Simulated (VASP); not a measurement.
# B2C (I4_1/amd) in VASP: a series of runs

Runs on B2C. Level: PBE. Tasks: relaxation of cell and atoms.

All numbers are computed with VASP 6.6.1; they aren't measurements. Logs are shortened: lines on timing, memory, paths and dates and some standing lists are left out, and cuts for length are marked.

## (1) Starting point

The structure is tetragonal, space group I4_1/amd (No. 141). Conventional cell: a = 2.740 Å, b = 2.740 Å, c = 11.750 Å, α = 90.00°, β = 90.00°, γ = 90.00°. B (site symmetry 2mm) has 2 C at 1.57 Å as nearest neighbours. C (site symmetry -4m2) is surrounded by 4 B at 1.57 Å.

The cell was built by a generator and needn't be a form met in nature.

## (2) Relaxation of cell and atoms, PBE

INCAR reads:

```
ALGO = Normal ; EDIFF = 1E-6
EDIFFG = -0.01 ; ENCUT = 520
GGA = PE ; IBRION = 2
ISIF = 3 ; ISMEAR = 0
KPAR = 4 ; LASPH = True
LCHARG = False ; LREAL = False
LWAVE = False ; NELM = 120
NSW = 90 ; PREC = Accurate
SIGMA = 0.1
```

KPOINTS reads:

```
k-points
0
Gamma
  16 16 16
```

POSCAR reads:

```
B2C
1.0
   -1.3700000000      1.3700000000      5.8750000000
    1.3700000000     -1.3700000000      5.8750000000
    1.3700000000      1.3700000000     -5.8750000000
B C
4 2
Direct
    0.4351276600      0.9351276600      0.5000000000
    0.0648723400      0.5648723400      0.5000000000
    0.3148723400      0.3148723400      0.0000000000
    0.6851276600      0.6851276600      0.0000000000
    0.0000000000      0.0000000000      0.0000000000
    0.7500000000      0.2500000000      0.5000000000
```

Potentials or basis: VASP PAW PBE potentials, release 64 (B, C).

Launch:

```bash
> cat potpaw_PBE.64/B/POTCAR potpaw_PBE.64/C/POTCAR > POTCAR
> mpirun -np 4 vasp_std > vasp.out
```

OUTCAR:

```text
EDIFF = 1E-6
   EDIFFG = -0.01
   ENCUT = 520
   GGA = PE
   IBRION = 2
   ISIF = 3
   ISMEAR = 0
   LASPH = True
   LREAL = False
   NELM = 120
   NSW = 90
   PREC = Accurate

 ion  position               nearest neighbor table
   1  0.435  0.935  0.500-   5 1.57   5 1.57   3 1.97   3 1.97
   2  0.065  0.565  0.500-   5 1.57   5 1.57   4 1.97   4 1.97
   3  0.315  0.315  0.000-   6 1.57   6 1.57   1 1.97   1 1.97
   4  0.685  0.685  0.000-   6 1.57   6 1.57   2 1.97   2 1.97
   5  0.000  0.000  0.000-   2 1.57   1 1.57   2 1.57   1 1.57
   6  0.750  0.250  0.500-   3 1.57   4 1.57   3 1.57   4 1.57

  LATTYP: Found a body centered tetragonal cell.
 ALAT       =     2.7400000000
 C/A-ratio  =     4.2883211679

  Lattice vectors:

 A1 = (  -1.3700000000,   1.3700000000,   5.8750000000)
 A2 = (   1.3700000000,  -1.3700000000,   5.8750000000)
 A3 = (   1.3700000000,   1.3700000000,  -5.8750000000)

Analysis of symmetry for initial positions (statically):
=====================================================================
 Subroutine PRICEL returns:
 Original cell was already a primitive cell.

 Routine SETGRP: Setting up the symmetry group for a
 body centered tetragonal supercell.

 Subroutine GETGRP returns: Found 16 space group operations
 (whereof  8 operations were pure point group operations)
 out of a pool of 16 trial point group operations.

The static configuration has the point symmetry D_2d.
 The point group associated with its full space group is D_4h.

Analysis of symmetry for dynamics (positions and initial velocities):
=====================================================================
 Subroutine PRICEL returns:
 Original cell was already a primitive cell.

 Routine SETGRP: Setting up the symmetry group for a
 body centered tetragonal supercell.

 Subroutine GETGRP returns: Found 16 space group operations
 (whereof  8 operations were pure point group operations)
 out of a pool of 16 trial point group operations.

The dynamic configuration has the point symmetry D_2d.
 The point group associated with its full space group is D_4h.

 Subroutine INISYM returns: Found 16 space group operations
 (whereof  8 operations are pure point group operations),
 and found     1 'primitive' translations

----------------------------------------------------------------------------------------

                                     Primitive cell

  volume of cell :      44.1072
[... 120 lines left out ...]
  Thomas-Fermi vector in A             =   2.391359
   LORBIT       =      0    0 simple, 1 ext, 2 COOP (PROOUT), +10 PAW based schemes
   GGA     = PE    functional components
   LHFCALC =     F    Hartree Fock is set to
   AEXX    =    0.0000 exact exchange contribution
   IVDW    =     0    specifies the selected vdW correction
   LEPSILON=     F    determine dielectric tensor
   LRPA    =     F    only Hartree local field effects (RPA)
 conjugate gradient relaxation of ions
 non-spin polarized calculation
 Gauss-broadening in eV      SIGMA  =   0.10
  energy-cutoff  :      520.00
  volume of cell :       44.11
 maximum number of plane-waves:      1205
 NGX is ok and might be reduce to    48
   NGX = 23   NGY = 23   NGZ = 23

--------------------------------------- Ionic step        1  -------------------------------------------

 number of electron      20.0000000 magnetization

 Free energy of the ion-electron system (eV)
  ---------------------------------------------------
  ext. energy  EPLUGINS =         0.00000000
  ---------------------------------------------------
  free energy    TOTEN  =       -43.28627955 eV

  energy without entropy =      -43.27982091  energy(sigma->0) =      -43.28305023

------------------------ aborting loop because EDIFF is reached ----------------------------------------

  FORCE on cell =-STRESS in cart. coord.  units (eV):
  Direction    XX          YY          ZZ          XY          YZ          ZX
  --------------------------------------------------------------------------------------
  -------------------------------------------------------------------------------------
  Total        0.0142497      0.0142497      0.1990707      0.0000000      0.0000000      0.0000000
  in kB        0.5176155      0.5176155      7.2311775      0.0000000      0.0000000      0.0000000
  external PRESSURE =       2.7554695 kB  Pullay stress =       0.0000000 kB
[... 107 lines left out ...]
--------------------------------------- Ionic step        4  -------------------------------------------

 number of electron      20.0000000 magnetization

 Free energy of the ion-electron system (eV)
  ---------------------------------------------------
  ext. energy  EPLUGINS =         0.00000000
  ---------------------------------------------------
  free energy    TOTEN  =       -43.28649714 eV

  energy without entropy =      -43.28006656  energy(sigma->0) =      -43.28328185

 E-fermi :   5.4371     XC(G=0): -11.7230

 val. band max:        5.4370077745   @ k =  -0.3125  -0.3125   0.2500
 cond. band min:       5.4378350356   @ k =   0.3750   0.0625   0.0000
 fundamental gap:      0.0008272611
 Fermi energy:         5.4370707885

 k-point     1 :       0.0000    0.0000    0.0000
  band No.  band energies     occupation
      1     -10.5202      2.00000
      2      -8.7296      2.00000
      3      -4.6623      2.00000
      4       2.1176      2.00000
      5       2.2135      2.00000
      6       2.2135      2.00000
      7       2.5502      2.00000
      8       2.5502      2.00000
      9       3.0054      2.00000
     10       8.9775      0.00000
     11      10.1262      0.00000
     12      10.1262      0.00000
     13      11.0434      0.00000
     14      11.9874      0.00000
[... 377 lines left out ...]
      1     -10.4058      2.00000
      2      -8.6261      2.00000
      3      -4.5408      2.00000
      4       1.4977      2.00000
      5       1.9765      2.00000
      6       2.2372      2.00000
      7       2.2382      2.00000
      8       2.6884      2.00000
      9       3.0905      2.00000
     10       8.4640      0.00000
     11       9.5905      0.00000
     12       9.7781      0.00000
     13      11.8186      0.00000
     14      12.3959      0.00000

 [... further k-points ...]

------------------------ aborting loop because EDIFF is reached ----------------------------------------

  FORCE on cell =-STRESS in cart. coord.  units (eV):
  Direction    XX          YY          ZZ          XY          YZ          ZX
  --------------------------------------------------------------------------------------
  -------------------------------------------------------------------------------------
  Total        0.0076900      0.0076900      0.0103225      0.0000000     -0.0000000      0.0000000
  in kB        0.2789721      0.2789721      0.3744714      0.0000000     -0.0000000      0.0000000
  external PRESSURE =       0.3108052 kB  Pullay stress =       0.0000000 kB
[... 21 lines left out ...]
  FREE ENERGIE OF THE ION-ELECTRON SYSTEM (eV)
  ---------------------------------------------------
  free  energy   TOTEN  =       -43.2864971406 eV

  energy  without entropy=      -43.2800665629  energy(sigma->0) =      -43.28328185

 reached required accuracy - stopping structural energy minimisation
```

CONTCAR:

```text
B2C
   1.00000000000000
    -1.3694684035333713    1.3694684035333713    5.8872298662967504
     1.3694684035333713   -1.3694684035333713    5.8872298662967504
     1.3694684035333713    1.3694684035333713   -5.8872298662967504
  B               C
     4     2
Direct
     0.4350872977466740    0.9350872977466740    0.5000000000000000
     0.0649127022533260    0.5649127022533260    0.5000000000000000
     0.3149127022533260    0.3149127022533260    1.0000000000000000
     0.6850872977466740    0.6850872977466740    1.0000000000000000
     1.0000000000000000    1.0000000000000000    0.0000000000000000
     0.7500000000000000    0.2500000000000000    0.5000000000000000

  0.00000000E+00  0.00000000E+00  0.00000000E+00
  0.00000000E+00  0.00000000E+00  0.00000000E+00
  0.00000000E+00  0.00000000E+00  0.00000000E+00
  0.00000000E+00  0.00000000E+00  0.00000000E+00
  0.00000000E+00  0.00000000E+00  0.00000000E+00
  0.00000000E+00  0.00000000E+00  0.00000000E+00
```

Wall time 4.3 min (4 MPI ranks of AMD EPYC 9R45 (Zen 5), shared host); peak memory 0.43 GiB.

Results:

| Property | Result |
| --- | --- |
| Free energy | -43.2865 eV |
| Relaxed volume | 7.36 Å³/atom |
| Relaxed cell | a = 6.198 Å, b = 6.198 Å, c = 6.198 Å, α = 154.47°, β = 154.47°, γ = 36.42° |
| Space group after relaxing (to 0.05 Å) | I4_1/amd (No. 141) |
| Energy gained by relaxing | 0.0 meV/atom |
| Ionic steps | 4 |
| Pressure after relaxing | 0.0 GPa |
| Largest force after relaxing | 0.004 eV/Å |
| Band gap on the k mesh | none (metal or under the smearing width) |

Forces on the atoms (eV/Å):
```
B    0.000  0.000  0.004
B    0.000  0.000 -0.004
B    0.000  0.000 -0.004
B    0.000  0.000  0.004
C    0.000  0.000  0.000
C    0.000  0.000  0.000
```

Step by step:
```
step  energy change (eV)  largest force (eV/Å)  pressure (GPa)  volume (Å³)
   1              0.0000                0.0189            0.28        44.11
   2             -0.0002                0.0166           -0.18        44.19
   3             -0.0002                0.0118           -0.12        44.18
   4             -0.0002                0.0039            0.03        44.16
```

Final structure:
```
B C
1.0
    -1.36947    1.36947    5.88723
     1.36947   -1.36947    5.88723
     1.36947    1.36947   -5.88723
B C
4 2
Cartesian
  1.3695 0.0000 5.1229
  1.3695 0.0000 0.7643
  1.3695 1.3695 -2.1793
  1.3695 1.3695 2.1793
  0.0000 0.0000 11.7745
  0.0000 1.3695 2.9436
```

## (3) Relaxation of cell and atoms, PBE

INCAR reads:

```
ALGO = Normal ; EDIFF = 1E-7
EDIFFG = -0.005 ; ENCUT = 520
GGA = PE ; IBRION = 2
ISIF = 3 ; ISMEAR = 0
KPAR = 4 ; LASPH = True
LCHARG = False ; LREAL = False
LWAVE = False ; NELM = 120
NSW = 60 ; POTIM = 0.3
PREC = Accurate ; SIGMA = 0.1
```

KPOINTS is that of step 2.

POSCAR reads:

```
B2C                                     
1.0
   -1.3694684035      1.3694684035      5.8872298663
    1.3694684035     -1.3694684035      5.8872298663
    1.3694684035      1.3694684035     -5.8872298663
  B               C             
     4     2
Direct
     0.4350872977466740    0.9350872977466740    0.5000000000000000
     0.0649127022533260    0.5649127022533260    0.5000000000000000
     0.3149127022533260    0.3149127022533260    1.0000000000000000
     0.6850872977466740    0.6850872977466740    1.0000000000000000
     1.0000000000000000    1.0000000000000000    0.0000000000000000
     0.7500000000000000    0.2500000000000000    0.5000000000000000
```

Potentials or basis: VASP PAW PBE potentials, release 64 (B, C).

Launch:

```bash
> cat potpaw_PBE.64/B/POTCAR potpaw_PBE.64/C/POTCAR > POTCAR
> mpirun -np 4 vasp_std > vasp.out
```

Wall time 2.2 min (4 MPI ranks of AMD EPYC 9R45 (Zen 5), shared host); peak memory 0.39 GiB.

Results (log left out):

| Item | Value |
| --- | --- |
| Free energy | -43.2865 eV |
| Pressure after relaxing | 0.0 GPa |
| Largest force after relaxing | 0.003 eV/Å |
| Band gap on the k mesh | none (metal or under the smearing width) |

Forces on the atoms (eV/Å):
```
B    0.000  0.000  0.003
B    0.000  0.000 -0.003
B    0.000  0.000 -0.003
B    0.000  0.000  0.003
C    0.000  0.000  0.000
C    0.000  0.000  0.000
```

Final structure:
```xyz
6
Lattice="-1.3695 1.3695 5.8872 1.3695 -1.3695 5.8872 1.3695 1.3695 -5.8872" Properties=species:S:1:pos:R:3 pbc="T T T"
B     1.3695    0.0000    5.1229
B     1.3695    0.0000    0.7643
B     0.0000    0.0000    3.7079
B     0.0000    0.0000    8.0665
C     0.0000    0.0000    0.0000
C     0.0000    1.3695    2.9436
```

Levels at points of the mesh, in eV from the Fermi level:
| k point | band 8 | band 9 | band 10 | band 11 | band 12 | band 13 |
| --- | --- | --- | --- | --- | --- | --- |
| (0.00, 0.00, 0.00) | -2.89 | -2.43 | 3.54 | 4.69 | 4.69 | 5.61 |
| (0.50, 0.00, 0.00) | -1.82 | -1.73 | -0.39 | 1.16 | 3.57 | 8.46 |
| (0.50, 0.50, 0.00) | -4.01 | -3.72 | -3.72 | -1.60 | -1.60 | 5.35 |
| (0.50, 0.50, 0.50) | -2.35 | 1.51 | 1.51 | 3.88 | 3.88 | 6.11 |

Caveat: the relaxation stopped at its first step, so nothing moved.
